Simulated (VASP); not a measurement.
# A VASP study of Si2Mo (PBE + D3(BJ)): structure first, properties next, part 3 of 4

Aim: relax Si2Mo with PBE + D3(BJ), compute its properties on that cell and hold them against experiment. The start is a cell from a database of measured crystal structures.

VASP 6.6.1, plane waves and PAW; the level of theory is named at each step.

So far. Step 4 (Density, ELF and potential (PBE + D3(BJ))): In this run the pressure is 0.06 GPa, small enough to go on. Step 5 (Bands along the symmetry lines (PBE + D3(BJ))): There is no gap at this level. The relaxed cell has a = 3.178, c = 7.790 Å (conventional setting).

The database entry behind the starting cell is an old determination (1927), so it need not match the best structure at ambient conditions.

## 6. Density of states (PBE + D3(BJ))

Level of this step: PBE with D3(BJ); plane waves and PAW (Si, Mo_sv) (VASP).

A density of states needs more k-points than a total energy; ISMEAR = -5 takes tetrahedra, and LORBIT projects the states on the PAW spheres. The mesh is finer than in the run before.

INCAR

```
SYSTEM = Si2Mo
PREC = Accurate
ENCUT = 400
EDIFF = 1E-06
NELM = 100
ISMEAR = -5
SIGMA = 0.05
LREAL = .FALSE.
ALGO = Normal
GGA = PE
IVDW = 12
NBANDS = 24
LASPH = .TRUE.
LORBIT = 11
LWAVE = .FALSE.
LCHARG = .FALSE.
KPAR = 2
NEDOS = 2001
```

POSCAR

```
Si2Mo
1.0
   -1.5890689334      1.5890689334      3.8950969645
    1.5890689334     -1.5890689334      3.8950969645
    1.5890689334      1.5890689334     -3.8950969645
Si Mo
2 1
Direct
    0.3347889275      0.3347889275      0.0000000000
    0.6652110725      0.6652110725      0.0000000000
    0.0000000000      0.0000000000      0.0000000000
```

KPOINTS

```
Automatic mesh
0
Gamma
14 14 14
0 0 0
```

Potentials, in the order of the species: Si and Mo_sv (PBE family, release 64).

The run is started by

```sh
mpirun -np 2 vasp_std
```

Output:

```text
[... set-up lines as in an earlier step ...]
 entering main loop
       N       E                     dE             d eps       ncg     rms          rms(c)
DAV:   1     0.101577760631E+03    0.10158E+03   -0.92317E+03 11800   0.717E+02
DAV:   2    -0.217856223009E+02   -0.12336E+03   -0.11988E+03 14432   0.219E+02
DAV:   3    -0.241008130217E+02   -0.23152E+01   -0.23071E+01 14464   0.275E+01
DAV:   4    -0.241089231697E+02   -0.81101E-02   -0.81094E-02 13128   0.203E+00
DAV:   5    -0.241089765439E+02   -0.53374E-04   -0.53370E-04 14600   0.150E-01    0.226E+01
DAV:   6    -0.233729539285E+02    0.73602E+00   -0.38977E+00 12648   0.115E+01    0.520E+00
DAV:   7    -0.232597166024E+02    0.11324E+00   -0.60111E-01 12464   0.388E+00    0.471E+00
DAV:   8    -0.232250567766E+02    0.34660E-01   -0.77869E-02 13888   0.173E+00    0.439E-01
DAV:   9    -0.232242566162E+02    0.80016E-03   -0.18504E-03 13488   0.268E-01    0.252E-01
DAV:  10    -0.232241932550E+02    0.63361E-04   -0.28992E-04 13728   0.120E-01    0.453E-02
DAV:  11    -0.232241854801E+02    0.77749E-05   -0.75430E-05 13560   0.549E-02    0.346E-02
DAV:  12    -0.232241902234E+02   -0.47433E-05   -0.95294E-06 13912   0.188E-02    0.121E-02
DAV:  13    -0.232241880913E+02    0.21321E-05   -0.97505E-07  7200   0.695E-03    0.453E-03
DAV:  14    -0.232241879038E+02    0.18750E-06   -0.45633E-08  6488   0.133E-03
   1 F= -.24994005E+02 E0= -.24994005E+02  d E =0.000000E+00
 -----------------------------------------------------------------------------
|                                                                             |
|           W    W    AA    RRRRR   N    N  II  N    N   GGGG   !!!           |
|           W    W   A  A   R    R  NN   N  II  NN   N  G    G  !!!           |
|           W    W  A    A  R    R  N N  N  II  N N  N  G       !!!           |
|           W WW W  AAAAAA  RRRRR   N  N N  II  N  N N  G  GGG   !            |
|           WW  WW  A    A  R   R   N   NN  II  N   NN  G    G                |
|           W    W  A    A  R    R  N    N  II  N    N   GGGG   !!!           |
|                                                                             |
|     Tetrahedron method does not include variations of the Fermi             |
|     occupations, so forces and stress will be inaccurate. We suggest        |
|     using a different smearing scheme ISMEAR = 1 or 2 for metals in         |
|     relaxations.                                                            |
|                                                                             |
 -----------------------------------------------------------------------------
```

The job ended after 93 s (2 MPI ranks of AMD EPYC 7R43, shared host; peak memory 0.52 GiB; 2.7 min of CPU time).

Parts of OUTCAR (step 6):

```text
   k-points           NKPTS =    244   k-points in BZ     NKDIM =    244   number of bands    NBANDS=     24

   NELECT =      22.0000    total number of electrons

 E-fermi :  12.5914

 k-point     1 :       0.0000    0.0000    0.0000
  band No.  band energies     occupation
    ...
      6       6.0767      2.00000
      7       9.2098      2.00000
      8       9.4503      2.00000
      9       9.9168      2.00000
     10       9.9168      2.00000
     11      12.9887     -0.21715
     12      15.7056      0.00000
     13      15.8823      0.00000
     14      16.2012      0.00000
     15      16.2012      0.00000
    ...

 Edisp (eV)   -1.76982

  Total       0.00316     0.00316     0.02794     0.00000     0.00000     0.00000
  in kB       0.12863     0.12863     1.13786     0.00000     0.00000     0.00000
  external pressure =        0.47 kB  Pullay stress =        0.00 kB

 POSITION                                       TOTAL-FORCE (eV/Angst)
 -----------------------------------------------------------------------------------
      0.00000      0.00000      2.60807        -0.000000     -0.000000     -0.016558
      0.00000      0.00000      5.18212         0.000000      0.000000      0.016558
      0.00000      0.00000      0.00000         0.000000      0.000000     -0.000000
 -----------------------------------------------------------------------------------
    total drift:                                0.000000      0.000000     -0.000000

  FREE ENERGIE OF THE ION-ELECTRON SYSTEM (eV)
  ---------------------------------------------------
  free  energy   TOTEN  =       -24.9940054304 eV

  energy  without entropy=      -24.9940054304  energy(sigma->0) =      -24.99400543

[... 6 parts as in an earlier step ...]

[... 10 further parts left out ...]
```

With tetrahedra the forces and stress of a metal are not exact derivatives of the energy.

This step gave:

```
SCF cycles             : 14
irreducible k-points   : 244
Fermi energy           : 12.59 eV
pressure               : 0.04650 GPa
DOS at the Fermi level : 0.2416 states/eV/cell
```

The density of states has structure finer than the step of the table below, so its rows give means over 1 eV, whole bins alone (the curve runs from -12.0 to 5.24 eV). Peaks (eV: height): total -2.4: 4.76, 2.2: 2.56, 3.6: 2.23, 4.5: 2.42; Mo d -2.3: 2.14, 2.2: 1.57, 3.6: 0.839; Si p -6.1: 0.346, -2.4: 0.668, 4.5: 0.366; Si s -9.9: 0.282, -9.2: 0.379, -8.7: 0.352, 2.4: 0.278; Mo p -8.7: 0.0342, -5.3: 0.0306, -2.0: 0.159.

States under -12.0 eV and over 5.2 eV are left out. Density of states against energy, zero at the Fermi level; means over each step; values in states/eV/cell:

```
energy (eV)  total    Mo d    Si p     Si s     Mo p     Mo s
        -11  0.517  0.0141  0.0236    0.176   0.0137   0.0187
        -10  0.681  0.0422  0.0389    0.223   0.0176   0.0186
         -9  0.920  0.0966  0.0609    0.286   0.0230   0.0205
         -8  0.730   0.102  0.0708    0.190   0.0135   0.0109
         -7  0.510  0.0923  0.0748   0.0857  0.00585   0.0128
         -6   1.12   0.186   0.264   0.0289   0.0222   0.0451
         -5  0.874   0.175   0.171   0.0618   0.0181   0.0236
         -4   1.36   0.418   0.191   0.0879   0.0236   0.0571
         -3   2.32    1.00   0.306   0.0711   0.0466   0.0348
         -2   3.15    1.33   0.460   0.0478    0.111   0.0158
         -1   1.05   0.651  0.0894   0.0113   0.0102   5.5e-4
          0  0.320   0.195  0.0327  0.00567  0.00278   2.3e-4
          1  0.888   0.436   0.105   0.0647  0.00802  0.00248
          2   2.16    1.19   0.198    0.164   0.0218   0.0183
          3   1.67   0.651   0.206    0.145   0.0226   0.0452
          4   2.01   0.696   0.254    0.101   0.0301   0.0965
```

The finer mesh and the other smearing move the Fermi level by +0.06 eV from the 10×10×10 run, one measure of the sampling error in the zero of the bands above. Of the states within 0.3 eV of the Fermi level, the largest shares in the PAW spheres are Mo d 58 % and Si p 13 %. The rest lies in smaller channels or between the spheres.

## 7. Band structure (PBE + D3(BJ) + SOC)

This step: PBE with D3(BJ), spin-orbit coupling; plane waves and PAW (Si, Mo_sv) (VASP 6.6.1).

The mesh alone shows little of the dispersion and can miss band extrema, so KPOINTS_OPT adds a path through the symmetry points after the self-consistent cycle. Spin-orbit coupling needs spinors and the noncollinear program, where each band holds one electron.

INCAR

```
SYSTEM = Si2Mo
PREC = Accurate
ENCUT = 400
EDIFF = 1E-06
NELM = 100
ISMEAR = 0
SIGMA = 0.05
LREAL = .FALSE.
ALGO = Normal
GGA = PE
IVDW = 12
LNONCOLLINEAR = .TRUE.
MAGMOM = 0 0 0 0 0 0 0 0 0
NBANDS = 34
GGA_COMPAT = .FALSE.
LASPH = .TRUE.
LSORBIT = .TRUE.
LMAXMIX = 4
LORBIT = 11
LWAVE = .FALSE.
LCHARG = .FALSE.
KPAR = 2
```

POSCAR is that of step 6.

KPOINTS

```
Automatic mesh
0
Gamma
8 8 8
0 0 0
```

KPOINTS_OPT

```
Line mode
16
Line-mode
Reciprocal
  0.00000000   0.00000000   0.00000000 GAMMA
 -0.50000000   0.50000000   0.00000000 X

 -0.50000000   0.50000000   0.00000000 X
 -0.50000000   0.50000000  -0.08321832 Y

 -0.50000000   0.50000000  -0.08321832 Y
 -0.29160916   0.29160916  -0.29160916 S

 -0.29160916   0.29160916  -0.29160916 S
  0.00000000   0.00000000   0.00000000 GAMMA

  0.00000000   0.00000000   0.00000000 GAMMA
  0.50000000   0.50000000  -0.50000000 Z

  0.50000000   0.50000000  -0.50000000 Z
  0.29160916   0.70839084  -0.70839084 S1

  0.29160916   0.70839084  -0.70839084 S1
  0.00000000   0.50000000  -0.50000000 N

  0.00000000   0.50000000  -0.50000000 N
 -0.25000000   0.75000000  -0.25000000 P

 -0.25000000   0.75000000  -0.25000000 P
  0.08321832   0.91678168  -0.50000000 Y1

  0.08321832   0.91678168  -0.50000000 Y1
  0.50000000   0.50000000  -0.50000000 Z

 -0.50000000   0.50000000   0.00000000 X
 -0.25000000   0.75000000  -0.25000000 P
```

The run is started by

```sh
mpirun -np 2 vasp_ncl
```

Output:

```text
[... set-up lines as in an earlier step ...]
 entering main loop
       N       E                     dE             d eps       ncg     rms          rms(c)
DAV:   1     0.133244784286E+03    0.13324E+03   -0.98955E+03  4164   0.102E+03
DAV:   2    -0.196410188674E+02   -0.15289E+03   -0.14672E+03  4674   0.307E+02
DAV:   3    -0.241580104074E+02   -0.45170E+01   -0.44292E+01  5050   0.481E+01
DAV:   4    -0.242054815137E+02   -0.47471E-01   -0.47338E-01  4722   0.496E+00
DAV:   5    -0.242060561056E+02   -0.57459E-03   -0.57412E-03  4952   0.500E-01    0.226E+01
DAV:   6    -0.234705721658E+02    0.73548E+00   -0.37928E+00  4428   0.162E+01    0.507E+00
DAV:   7    -0.233588170466E+02    0.11176E+00   -0.49900E-01  4310   0.571E+00    0.469E+00
DAV:   8    -0.233266061738E+02    0.32211E-01   -0.66563E-02  4586   0.224E+00    0.604E-01
DAV:   9    -0.233261037503E+02    0.50242E-03   -0.24903E-03  4886   0.356E-01    0.316E-01
DAV:  10    -0.233259641136E+02    0.13964E-03   -0.17179E-04  4564   0.120E-01    0.166E-01
DAV:  11    -0.233259665636E+02   -0.24500E-05   -0.12124E-04  5008   0.101E-01    0.370E-02
DAV:  12    -0.233259606122E+02    0.59514E-05   -0.37545E-05  4392   0.517E-02    0.121E-02
DAV:  13    -0.233259603140E+02    0.29826E-06   -0.29530E-06  3968   0.149E-02
   1 F= -.25095778E+02 E0= -.25095602E+02  d E =-.351097E-03  mag=    -0.0000     0.0000     0.0000
 Start KPOINTS_OPT (optional k-point list driver)
k-point batch [1-59\176]
       N       E                     dE             ncg
DAV:   1     0.173633775749E+04   -0.34350E+05     4340
DAV:   2    -0.700302793804E+04   -0.87394E+04     4700
DAV:   3    -0.726526568504E+04   -0.26224E+03     5010
DAV:   4    -0.726790277346E+04   -0.26371E+01     4594
DAV:   5    -0.726792791905E+04   -0.25146E-01     4868
DAV:   6    -0.726792824716E+04   -0.32811E-03     4720
DAV:   7    -0.726792825127E+04   -0.41117E-05     4390
DAV:   8    -0.726792825140E+04   -0.12739E-06     3260
[...]
k-point batch [119-176\176]
       N       E                     dE             ncg
DAV:   1     0.216693831958E+04   -0.42770E+05     4296
DAV:   2    -0.614980082012E+04   -0.83167E+04     4662
DAV:   3    -0.639641395465E+04   -0.24661E+03     4770
DAV:   4    -0.639892142092E+04   -0.25075E+01     4454
DAV:   5    -0.639894461585E+04   -0.23195E-01     4446
DAV:   6    -0.639894500958E+04   -0.39373E-03     4578
DAV:   7    -0.639894501842E+04   -0.88366E-05     4036
DAV:   8    -0.639894501872E+04   -0.30502E-06     3060
```

Run time: 3.1 min. Hardware: 2 MPI ranks; peak memory 0.67 GiB.

Parts of OUTCAR (step 7):

```text
   k-points           NKPTS =     59   k-points in BZ     NKDIM =     59   number of bands    NBANDS=     34

   NELECT =      22.0000    total number of electrons

 E-fermi :  12.5728

 k-point     1 :       0.0000    0.0000    0.0000
  band No.  band energies     occupation
    ...
     16       9.4481      1.00000
     17       9.8885      1.00000
     18       9.8885      1.00000
     19       9.9451      1.00000
     20       9.9451      1.00000
     21      12.9917      0.00000
     22      12.9917      0.00000
     23      15.7050      0.00000
     24      15.7050      0.00000
     25      15.8471      0.00000
    ...

 Edisp (eV)   -1.76982

  Total       0.00156     0.00156     0.00369     0.00000    -0.00000     0.00000
  in kB       0.06345     0.06345     0.15035     0.00000    -0.00000     0.00000
  external pressure =        0.09 kB  Pullay stress =        0.00 kB

 POSITION                                       TOTAL-FORCE (eV/Angst)
 -----------------------------------------------------------------------------------
      0.00000      0.00000      2.60807         0.000000      0.000000     -0.011914
      0.00000      0.00000      5.18212        -0.000000     -0.000000      0.011914
      0.00000      0.00000      0.00000        -0.000000     -0.000000      0.000000
 -----------------------------------------------------------------------------------
    total drift:                                0.000000     -0.000000      0.000000

  FREE ENERGIE OF THE ION-ELECTRON SYSTEM (eV)
  ---------------------------------------------------
  free  energy   TOTEN  =       -25.0957778405 eV

  energy  without entropy=      -25.0954267437  energy(sigma->0) =      -25.09560229

 Spin-Orbit-Coupling matrix elements
 Ion:    1  E_soc:     -0.0005550
 Ion:    2  E_soc:     -0.0005550
 Ion:    3  E_soc:     -0.1952746

 magnetization (x)
# of ion       s       p       d       tot
------------------------------------------
    1        0.000   0.000   0.000   0.000
    2        0.000  -0.000   0.000  -0.000
    3        0.000   0.000   0.000   0.000
--------------------------------------------------
tot          0.000  -0.000   0.000  -0.000

 magnetization (y)
# of ion       s       p       d       tot
------------------------------------------
    1        0.000   0.000   0.000   0.000
    2        0.000  -0.000   0.000  -0.000
    3        0.000   0.000  -0.000  -0.000
--------------------------------------------------
tot          0.000   0.000  -0.000  -0.000

 magnetization (z)
# of ion       s       p       d       tot
------------------------------------------
    1        0.000   0.000   0.000   0.000
    2        0.000   0.000   0.000   0.000
    3        0.000   0.000  -0.000  -0.000
--------------------------------------------------
tot          0.000   0.000  -0.000  -0.000

[... 6 parts as in an earlier step ...]

[... 10 further parts left out ...]
```

Numbers from this step:

```
SCF cycles              : 13
bands                   : 34
irreducible k-points    : 59
free energy (TOTEN)     : -25.10 eV
energy at zero smearing : -25.10 eV
Fermi energy            : 12.57 eV
pressure                : 0.009242 GPa
```

On-site spin-orbit energy by atom:

```
atom  on-site spin-orbit energy (eV)
 Si1                          -0.001
 Si2                          -0.001
 Mo3                          -0.195
```

The electronic bands at the labelled points (eV, zero at the Fermi level; # counts the bands kept, so #1 is VASP's band 9):

```
          point    #11    #12    #13    #14    #15    #16   #17   #18
              Γ  -2.63  -2.63   0.42   0.42   3.13   3.13  3.27  3.27
0.47 of the way  -2.55  -2.55  -1.50  -1.50   2.85   2.85  3.47  3.47
              X  -3.12  -3.12  -1.17  -1.17   2.42   2.42  2.85  2.85
0.53 of the way  -3.08  -3.08  -1.37  -1.37   2.22   2.22  2.62  2.62
              Y  -2.99  -2.99  -1.77  -1.77   1.85   1.85  2.12  2.12
0.47 of the way  -2.60  -2.60  -1.49  -1.49   1.32   1.32  2.03  2.03
              S  -2.30  -2.30  -0.40  -0.40   1.59   1.59  3.06  3.06
0.47 of the way  -1.88  -1.88  -1.74  -1.74   1.73   1.73  2.42  2.42
              Γ  -2.63  -2.63   0.42   0.42   3.13   3.13  3.27  3.27
0.47 of the way  -2.14  -2.14   0.48   0.48   1.87   1.87  1.99  1.99
              Z  -0.53  -0.53  -0.50  -0.50  -0.40  -0.40  0.56  0.56
0.47 of the way  -1.32  -1.32  -0.41  -0.41   0.03   0.03  1.62  1.62
             S1  -2.30  -2.30  -0.40  -0.40   1.59   1.59  3.06  3.06
0.53 of the way  -2.55  -2.55  -0.49  -0.49   2.12   2.12  3.40  3.40
              N  -2.59  -2.59  -0.50  -0.50   2.37   2.37  3.16  3.16
0.53 of the way  -2.00  -2.00  -1.81  -1.81   0.44   0.44  2.27  2.27
              P  -2.12  -2.12  -2.04  -2.04   0.37   0.37  2.42  2.42
0.47 of the way  -2.72  -2.72  -1.62  -1.62   1.20   1.20  2.28  2.28
             Y1  -2.99  -2.99  -1.77  -1.77   1.85   1.85  2.12  2.12
0.53 of the way  -1.59  -1.59  -0.71  -0.71   0.01   0.01  1.54  1.54
              Z  -0.53  -0.53  -0.50  -0.50  -0.40  -0.40  0.56  0.56
      jump to X  -3.12  -3.12  -1.17  -1.17   2.42   2.42  2.85  2.85
0.47 of the way  -2.82  -2.82  -1.41  -1.41   1.48   1.48  2.42  2.42
              P  -2.12  -2.12  -2.04  -2.04   0.37   0.37  2.42  2.42
```

The largest weight of each band there:

```
point      #11      #12      #13      #14      #15      #16      #17      #18
    Γ  Mo 0.68  Mo 0.68  Mo 1.00  Mo 1.00        -        -  Si 0.83  Si 0.83
    X  Mo 0.86  Mo 0.86  Si 0.55  Si 0.55  Mo 1.00  Mo 1.00  Mo 0.89  Mo 0.89
    Y  Mo 0.86  Mo 0.86  Mo 0.64  Mo 0.64  Mo 0.98  Mo 0.98  Mo 0.53  Mo 0.53
    S  Mo 0.72  Mo 0.72  Mo 0.99  Mo 0.99  Mo 0.94  Mo 0.94  Mo 0.85  Mo 0.85
    Γ  Mo 0.68  Mo 0.68  Mo 1.00  Mo 1.00        -        -  Si 0.83  Si 0.83
    Z  Mo 0.94  Mo 0.94  Si 0.89  Si 0.89  Si 0.90  Si 0.90  Mo 1.00  Mo 1.00
```

There is no gap at this level.

Of the bands kept, 4 cross the Fermi level on this path (spinor bands, one electron each).

[end of part 3 of 4]

[Lines on the potential files, build, host, timing and source positions are cut from VASP's logs without a mark.]

[Logs are printed without paths, hosts, clocks, repeated set-up lines and the standing remarks that a program may print on its own settings, such as how far it seeks lower states.]

[Hosts, paths, dates, database ids (printed as entryN), source tags and the programs' standing remarks are cut or masked in the printed files.]

[Measured values are set beside computed ones only where the two were judged alike; some that the calculation misses by far are left out.]
